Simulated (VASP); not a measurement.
# Zr2F (Fm-3m) in VASP: notebook

Aim: see how the results for Zr2F move with the level of theory and the settings. Levels: PBE, PBEsol, PBEsol+D3(BJ), vdW-DF, r2SCAN. Tasks: relaxation of cell and atoms, relaxation of the atoms, single point, electron localisation function.

Everything below comes from runs of VASP 6.6.1. Logs are shortened: lines on timing, memory, paths and dates and some standing lists are left out, and cuts for length are marked.

## Step 1: Starting point

Symmetry: Fm-3m, No. 225, cubic system. The conventional cell has a = 6.081 Å, b = 6.081 Å, c = 6.081 Å, α = 90.00°, β = 90.00°, γ = 90.00°. Zr (site symmetry -43m) has 4 F at 2.63 Å as nearest neighbours. Around F (site symmetry m-3m) lie 8 Zr at 2.63 Å.

The cell was built by a generator and needn't be a form met in nature.

## Step 2: Relaxation of cell and atoms, PBE

The input, INCAR:

```
SYSTEM = Zr2F
PREC     = Accurate       ! precision mode
ENCUT    = 600            ! plane-wave cutoff, eV
EDIFF    = 1E-6           ! SCF threshold, eV
ISMEAR   = 0              ! smearing method
SIGMA    = 0.05           ! smearing width, eV
LREAL    = .False.        ! projectors in reciprocal space
LASPH    = .True.         ! aspherical terms in the spheres
NELM     = 60             ! most SCF steps
ALGO     = Fast           ! electronic algorithm
ISIF     = 3              ! what is computed and relaxed
LWAVE    = .False.        ! write WAVECAR
LCHARG   = .False.        ! write CHGCAR
GGA      = PE             ! functional
IBRION   = 2              ! ionic algorithm
NSW      = 60             ! ionic steps
EDIFFG   = -0.01          ! ionic threshold
```

The input, KPOINTS:

```
regular mesh
0
Gamma
  8 8 8
  0 0 0
```

The input, POSCAR:

```
Zr2F
1.0
    0.0000000000      3.0406500000      3.0406500000
    3.0406500000      0.0000000000      3.0406500000
    3.0406500000      3.0406500000      0.0000000000
Zr F
2 1
Direct
    0.7500000000      0.7500000000      0.7500000000
    0.2500000000      0.2500000000      0.2500000000
    0.0000000000      0.0000000000      0.0000000000
```

Potentials or basis: VASP PAW PBE potentials, release 64 (Zr_sv, F).

Launch:

```bash
$ cat potpaw_PBE.64/Zr_sv/POTCAR potpaw_PBE.64/F/POTCAR > POTCAR
$ mpirun -np 1 vasp_std > vasp.out
```

OUTCAR:

```text
SYSTEM = Zr2F
   PREC = Accurate
   ENCUT = 600
   EDIFF = 1E-6
   ISMEAR = 0
   LREAL = .False.
   LASPH = .True.
   NELM = 60
   ISIF = 3
   GGA = PE
   IBRION = 2
   NSW = 60
   EDIFFG = -0.01

 ion  position               nearest neighbor table
   1  0.750  0.750  0.750-   3 2.63   3 2.63   3 2.63   3 2.63   2 3.04   2 3.04   2 3.04   2 3.04
                             2 3.04   2 3.04
   2  0.250  0.250  0.250-   3 2.63   3 2.63   3 2.63   3 2.63   1 3.04   1 3.04   1 3.04   1 3.04
                             1 3.04   1 3.04
   3  0.000  0.000  0.000-   1 2.63   1 2.63   1 2.63   1 2.63   2 2.63   2 2.63   2 2.63   2 2.63

  LATTYP: Found a face centered cubic cell.
 ALAT       =     6.0813000000

  Lattice vectors:

 A1 = (   0.0000000000,   3.0406500000,   3.0406500000)
 A2 = (   3.0406500000,   0.0000000000,   3.0406500000)
 A3 = (   3.0406500000,   3.0406500000,   0.0000000000)

Analysis of symmetry for initial positions (statically):
=====================================================================
 Subroutine PRICEL returns:
 Original cell was already a primitive cell.

 Routine SETGRP: Setting up the symmetry group for a
 face centered cubic supercell.

 Subroutine GETGRP returns: Found 48 space group operations
 (whereof 48 operations were pure point group operations)
 out of a pool of 48 trial point group operations.

The static configuration has the point symmetry O_h .

Analysis of symmetry for dynamics (positions and initial velocities):
=====================================================================
 Subroutine PRICEL returns:
 Original cell was already a primitive cell.

 Routine SETGRP: Setting up the symmetry group for a
 face centered cubic supercell.

 Subroutine GETGRP returns: Found 48 space group operations
 (whereof 48 operations were pure point group operations)
 out of a pool of 48 trial point group operations.

The dynamic configuration has the point symmetry O_h .

 Subroutine INISYM returns: Found 48 space group operations
 (whereof 48 operations are pure point group operations),
 and found     1 'primitive' translations

----------------------------------------------------------------------------------------

                                     Primitive cell

  volume of cell :      56.2250

  direct lattice vectors                    reciprocal lattice vectors
     0.000000000  3.040650000  3.040650000    -0.164438525  0.164438525  0.164438525
     3.040650000  0.000000000  3.040650000     0.164438525 -0.164438525  0.164438525
     3.040650000  3.040650000  0.000000000     0.164438525  0.164438525 -0.164438525

  length of vectors
     4.300128468  4.300128468  4.300128468     0.284815879  0.284815879  0.284815879

  position of ions in fractional coordinates (direct lattice)
     0.750000000  0.750000000  0.750000000
     0.250000000  0.250000000  0.250000000
     0.000000000  0.000000000  0.000000000

  ion indices of the primitive-cell ions
   primitive index   ion index
                 1           1
                 2           2
                 3           3

----------------------------------------------------------------------------------------

 KPOINTS: regular mesh

Automatic generation of k-mesh.
 Grid dimensions read from file:
 generate k-points for:    8    8    8

 Generating k-lattice:

  Cartesian coordinates                     Fractional coordinates (reciprocal lattice)
    -0.020554816  0.020554816  0.020554816     0.125000000  0.000000000  0.000000000
     0.020554816 -0.020554816  0.020554816     0.000000000  0.125000000  0.000000000
[... 63 lines left out ...]
   NFREE  =      1    steps in history (QN), initial steepest desc. (CG)
   ISIF   =      3    stress and relaxation
   ISYM   =      2    0-nonsym 1-usesym 2-fastsym
   POTIM  = 0.5000    time-step for ionic-motion
   TEBEG  =    0.0;   TEEND  =   0.0 temperature during run
   PSTRESS=    0.0 pullay stress
   NELECT =      31.0000    total number of electrons
   NUPDOWN=      -1.0000    fix difference up-down
   EMIN   =  10.00;   EMAX   =-10.00  energy-range for DOS
   EFERMI =   0.00;   METHOD = LEGACY
   ISMEAR =     0;   SIGMA  =   0.05  broadening in eV -4-tet -1-fermi 0-gaus
   EFERMI_NEDOS =   21; number of points for ismear=-14 and -15
   IALGO  =     68    algorithm
   IMIX   =      4    mixing-type and parameters
     AMIX     =   0.40;   BMIX     =  1.00
     AMIX_MAG =   1.60;   BMIX_MAG =  1.00
  volume/ion in A,a.u.               =      18.74       126.47
  Fermi-wavevector in a.u.,A,eV,Ry     =   1.342411  2.536790 24.518629  1.802068
  Thomas-Fermi vector in A             =   2.470567
   LORBIT       =      0    0 simple, 1 ext, 2 COOP (PROOUT), +10 PAW based schemes
   GGA     = PE    functional components
   LHFCALC =     F    Hartree Fock is set to
   AEXX    =    0.0000 exact exchange contribution
   IVDW    =     0    specifies the selected vdW correction
   LEPSILON=     F    determine dielectric tensor
   LRPA    =     F    only Hartree local field effects (RPA)
 conjugate gradient relaxation of ions
 non-spin polarized calculation
 RMM-DIIS sequential band-by-band and
 Gauss-broadening in eV      SIGMA  =   0.05
  energy-cutoff  :      600.00
  volume of cell :       56.22
 maximum number of plane-waves:      1895
 NGX is ok and might be reduce to    36
   NGX = 17   NGY = 17   NGZ = 17

--------------------------------------- Ionic step        1  -------------------------------------------

 number of electron      30.9999996 magnetization

 Free energy of the ion-electron system (eV)
  ---------------------------------------------------
  ext. energy  EPLUGINS =         0.00000000
  ---------------------------------------------------
  free energy    TOTEN  =       -19.91814329 eV

  energy without entropy =      -19.91459387  energy(sigma->0) =      -19.91636858

------------------------ aborting loop because EDIFF is reached ----------------------------------------

  FORCE on cell =-STRESS in cart. coord.  units (eV):
  Direction    XX          YY          ZZ          XY          YZ          ZX
  --------------------------------------------------------------------------------------
  -------------------------------------------------------------------------------------
  Total       -0.0753191     -0.0753191     -0.0753191     -0.0000000      0.0000000      0.0000000
  in kB       -2.1462789     -2.1462789     -2.1462789     -0.0000000      0.0000000      0.0000000
  external PRESSURE =      -2.1462789 kB  Pullay stress =       0.0000000 kB

 VOLUME and BASIS-vectors are now :
 -----------------------------------------------------------------------------
  energy-cutoff  :      600.00
  volume of cell :       56.22
      direct lattice vectors                 reciprocal lattice vectors
     0.000000000  3.040650000  3.040650000    -0.164438525  0.164438525  0.164438525
     3.040650000  0.000000000  3.040650000     0.164438525 -0.164438525  0.164438525
     3.040650000  3.040650000  0.000000000     0.164438525  0.164438525 -0.164438525

 POSITION                                       TOTAL-FORCE (eV/Angst)
 -----------------------------------------------------------------------------------
      4.56098      4.56098      4.56098        -0.000000     -0.000000     -0.000000
      1.52032      1.52032      1.52032         0.000000      0.000000      0.000000
      0.00000      0.00000      0.00000         0.000000      0.000000      0.000000
 -----------------------------------------------------------------------------------
    total drift:                                0.000000      0.000000      0.000000

  FREE ENERGIE OF THE ION-ELECTRON SYSTEM (eV)
  ---------------------------------------------------
  free  energy   TOTEN  =       -19.9181432928 eV

  energy  without entropy=      -19.9145938720  energy(sigma->0) =      -19.91636858

--------------------------------------- Ionic step        2  -------------------------------------------

 number of electron      30.9999996 magnetization

 Free energy of the ion-electron system (eV)
  ---------------------------------------------------
  ext. energy  EPLUGINS =         0.00000000
  ---------------------------------------------------
  free energy    TOTEN  =       -19.91824181 eV

  energy without entropy =      -19.91467918  energy(sigma->0) =      -19.91646050

 E-fermi :   8.4992     XC(G=0): -10.8831

 val. band max:        8.4807722684   @ k =   0.5000   0.0000   0.0000
 cond. band min:       8.5643863904   @ k =   0.3750   0.2500   0.1250
 fundamental gap:      0.0836141220
 Fermi energy:         8.4991728913

 k-point     1 :       0.0000    0.0000    0.0000
  band No.  band energies     occupation
      1     -40.7836      2.00000
      2     -40.5217      2.00000
      3     -19.0164      2.00000
      4     -19.0164      2.00000
      5     -19.0164      2.00000
      6     -18.4048      2.00000
[... 505 lines left out ...]
      6     -18.7432      2.00000
[... 11 lines left out ...]
     18       9.5553      0.00000
     19      10.1385      0.00000

 [... further k-points ...]

------------------------ aborting loop because EDIFF is reached ----------------------------------------

  FORCE on cell =-STRESS in cart. coord.  units (eV):
  Direction    XX          YY          ZZ          XY          YZ          ZX
  --------------------------------------------------------------------------------------
  -------------------------------------------------------------------------------------
  Total        0.0221236      0.0221236      0.0221236      0.0000000      0.0000000      0.0000000
  in kB        0.6327280      0.6327280      0.6327280      0.0000000      0.0000000      0.0000000
  external PRESSURE =       0.6327280 kB  Pullay stress =       0.0000000 kB

 VOLUME and BASIS-vectors are now :
 -----------------------------------------------------------------------------
  energy-cutoff  :      600.00
  volume of cell :       56.02
      direct lattice vectors                 reciprocal lattice vectors
    -0.000000000  3.036967174  3.036967174    -0.164637934  0.164637934  0.164637934
     3.036967174  0.000000000  3.036967174     0.164637934 -0.164637934  0.164637934
     3.036967174  3.036967174  0.000000000     0.164637934  0.164637934 -0.164637934

 POSITION                                       TOTAL-FORCE (eV/Angst)
 -----------------------------------------------------------------------------------
      4.55545      4.55545      4.55545         0.000000     -0.000000      0.000000
      1.51848      1.51848      1.51848        -0.000000     -0.000000     -0.000000
     -0.00000      3.03697      3.03697         0.000000      0.000000      0.000000
 -----------------------------------------------------------------------------------
    total drift:                               -0.000000     -0.000000      0.000000

  FREE ENERGIE OF THE ION-ELECTRON SYSTEM (eV)
  ---------------------------------------------------
  free  energy   TOTEN  =       -19.9182418136 eV

  energy  without entropy=      -19.9146791789  energy(sigma->0) =      -19.91646050

 reached required accuracy - stopping structural energy minimisation
```

Wall time 5.3 min (1 thread of AMD EPYC, shared host); peak memory 0.19 GiB.

Results:

```yaml
Free_energy: -19.9182 eV
Relaxed_volume: 18.67 Å³/atom
Relaxed_cell: a = 4.295 Å, b = 4.295 Å, c = 4.295 Å, α = 60.00°, β = 60.00°, γ = 60.00°
Space_group_after_relaxing_to_0.05_Å: Fm-3m (No. 225)
Energy_gained_by_relaxing: 0.0 meV/atom
Ionic_steps: 2
Pressure_after_relaxing: 0.1 GPa
Band_gap_on_the_k_mesh: none (metal or under the smearing width)
```

Final structure:
```
Zr F
1.0
     0.00000    3.03697    3.03697
     3.03697    0.00000    3.03697
     3.03697    3.03697    0.00000
Zr F
2 1
Direct
  0.75000 0.75000 0.75000
  0.25000 0.25000 0.25000
  0.00000 0.00000 0.00000
```

Caveat: an odd number of electrons without spin polarisation forces a metal; a magnetic or distorted state may lie lower.

(Continued in part 2 of 2.)
